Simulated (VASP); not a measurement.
Given:

```cif
data_Mo
_chemical_formula_sum 'Mo1'
_space_group_name_H-M_alt 'P 1'
_space_group_IT_number 1
_cell_length_a 2.72445
_cell_length_b 2.72445
_cell_length_c 2.72445
_cell_angle_alpha 109.471
_cell_angle_beta 109.471
_cell_angle_gamma 109.471
loop_
_space_group_symop_operation_xyz
  'x, y, z'
loop_
_atom_site_label
_atom_site_type_symbol
_atom_site_fract_x
_atom_site_fract_y
_atom_site_fract_z
_atom_site_occupancy
Mo1 Mo 0.00000 0.00000 0.00000 1
```

Level of theory: SCAN meta-GGA, VASP's PBE PAW potentials (set 64) (plane waves; VASP). Numerical set-up: 520 eV cut-off, 16×16×16 Γ-centred mesh, first-order Methfessel-Paxton smearing of 0.10 eV, potentials Mo_sv.

Q: Give the energy at these volumes per atom, relative to the lowest: 14.66, 15.13, 15.60, 16.07, 16.53 Å³.

A: 51.8, 11.5, 0.0, 13.3, 46.5 meV/atom. A third-order Birch-Murnaghan fit gives B0 = 280 GPa and B0′ = 5.0.

Measured: bulk modulus 265 GPa at 0 K (computed value off by +5.6 %), as given by Vázquez-Parga, Fernández-Martínez, Viñes, J. Chem. Theory Comput. (2023), doi:10.1021/acs.jctc.3c00612, Supporting … [zero-point energy and finite temperature contributions removed]; a 3.141 Å at 0 K (computed value off by +0.2 %), as given by Daniel Mejia-Rodriguez et al., Physical Review B (2018), arXiv:1807.09216 [static lattice: zero-point anharmonic expansion removed].

The compound is Mo in the bcc structure. It was relaxed first.
